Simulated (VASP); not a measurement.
Data:

```
BP
1.0
    0.00000     2.25090     2.25090
    2.25090     0.00000     2.25090
    2.25090     2.25090     0.00000
B P
1 1
Direct
  0.00000   0.00000   0.00000
  0.25000   0.25000   0.25000
```

These are PBE GGA with D4 dispersion, VASP's PBE PAW potentials (set 64) (plane waves; VASP) values and carry that method's errors. Run with 520 eV cut-off, 11×11×11 Γ-centred mesh, tetrahedra with Blöchl corrections, potentials B P.

Task: Estimate the energy per atom (σ→0).

Result: 
```yaml
energy per atom (σ→0): -6.822 eV/atom
```

Only differences to runs with the same potentials and settings are physical.

The compound is BP in the zinc blende structure. It was relaxed first.
